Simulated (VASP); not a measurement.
Given:

```
CELL_PARAMETERS angstrom
      4.21598     0.00000     0.00000
      0.00000     4.21598     0.00000
      0.00000     0.00000     2.68780
ATOMIC_POSITIONS crystal
  Si 0.00000 0.00000 0.00000
  Si 0.50000 0.50000 0.50000
  O  0.30627 0.30627 0.00000
  O  0.80627 0.19373 0.50000
  O  0.19373 0.80627 0.50000
  O  0.69373 0.69373 0.00000
```

Method: PBE GGA with D3 dispersion (zero damping), VASP's PBE PAW potentials (set 64) (plane waves; VASP). Run with 520 eV cut-off, Gaussian smearing of 0.050 eV, potentials Si O.

### Question
Give the energies of bands 6 to 19 at the high-symmetry points, in eV from the valence-band maximum.

### Answer

| band | Γ | X | M | Z | R | A |
|---|---|---|---|---|---|---|
| 6 | -6.30 | -9.16 | -7.77 | -9.41 | -9.27 | -10.60 |
| 7 | -6.30 | -4.48 | -5.80 | -6.77 | -7.96 | -7.97 |
| 8 | -6.03 | -4.48 | -5.80 | -6.77 | -7.96 | -7.97 |
| 9 | -5.28 | -4.40 | -3.98 | -6.18 | -6.41 | -4.47 |
| 10 | -4.99 | -4.40 | -3.98 | -6.18 | -6.41 | -4.47 |
| 11 | -3.06 | -3.76 | -3.19 | -4.53 | -3.87 | -4.40 |
| 12 | -3.06 | -3.76 | -3.19 | -4.53 | -3.87 | -4.40 |
| 13 | -2.50 | -2.64 | -2.60 | -2.94 | -2.23 | -1.73 |
| 14 | -0.86 | -2.64 | -2.60 | -2.94 | -2.23 | -1.73 |
| 15 | -0.86 | -1.05 | -2.20 | -2.59 | -1.70 | -1.50 |
| 16 | 0.00 | -1.05 | -2.20 | -2.59 | -1.70 | -1.50 |
| 17 | 5.16 | 7.41 | 7.12 | 8.75 | 8.52 | 6.88 |
| 18 | 6.61 | 7.41 | 7.12 | 8.75 | 8.52 | 6.88 |
| 19 | 8.31 | 8.91 | 9.84 | 12.41 | 9.57 | 10.81 |

The gap is direct, 5.16 eV, from the valence maximum at Γ to the conduction minimum at Γ.

The compound is SiO2 in the rutile structure, stishovite, a high-pressure form. It was relaxed first.
